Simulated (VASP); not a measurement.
OSZICAR of a VASP run on GeOs (a trial cell in the NbAs structure, space group I4_1md):

File OSZICAR:
```
       N       E                     dE             d eps       ncg     rms          rms(c)
DAV:   1     0.336674698859E+03    0.33667E+03   -0.18790E+04  6176   0.371E+03
DAV:   2     0.264699125688E+02   -0.31020E+03   -0.30456E+03  5344   0.707E+02
DAV:   3    -0.280549840610E+02   -0.54525E+02   -0.52689E+02  6268   0.194E+02
DAV:   4    -0.311799799776E+02   -0.31250E+01   -0.30270E+01  6318   0.499E+01
DAV:   5    -0.312683580999E+02   -0.88378E-01   -0.87597E-01  7058   0.813E+00    0.181E+01
DAV:   6    -0.303001309653E+02    0.96823E+00   -0.56050E+00  7410   0.114E+01    0.570E+00
DAV:   7    -0.301856141683E+02    0.11452E+00   -0.49766E-01  7296   0.824E+00    0.423E+00
DAV:   8    -0.301535965592E+02    0.32018E-01   -0.84213E-02  6780   0.222E+00    0.292E-01
DAV:   9    -0.301523343410E+02    0.12622E-02   -0.17074E-02  7346   0.204E+00    0.155E-01
DAV:  10    -0.301522330417E+02    0.10130E-03   -0.15794E-03  7302   0.288E-01    0.424E-02
DAV:  11    -0.301522047143E+02    0.28327E-04   -0.97147E-05  6310   0.131E-01    0.153E-02
DAV:  12    -0.301522059639E+02   -0.12496E-05   -0.63961E-06  6408   0.261E-02    0.343E-03
DAV:  13    -0.301522057069E+02    0.25700E-06   -0.36759E-07  3246   0.573E-03
   1 F= -.30152206E+02 E0= -.30151277E+02  d E =-.278628E-02
```

Question: Which electronic solver shows in the log?

Answer: It is blocked Davidson (ALGO = Normal, or the opening steps of other solvers). The INCAR had ALGO = Normal.

Question: Can the final energy be trusted as converged?

Answer: The calculation finished and met its thresholds. It stopped with EDIFF = 1E-6, NELM = 100 (PBE GGA, plane waves, VASP's PBE PAW potentials (set 64)).

The structure was generated: GeOs was put into the NbAs type (I4_1md), which need not be its known phase. The cell was not relaxed at this level.
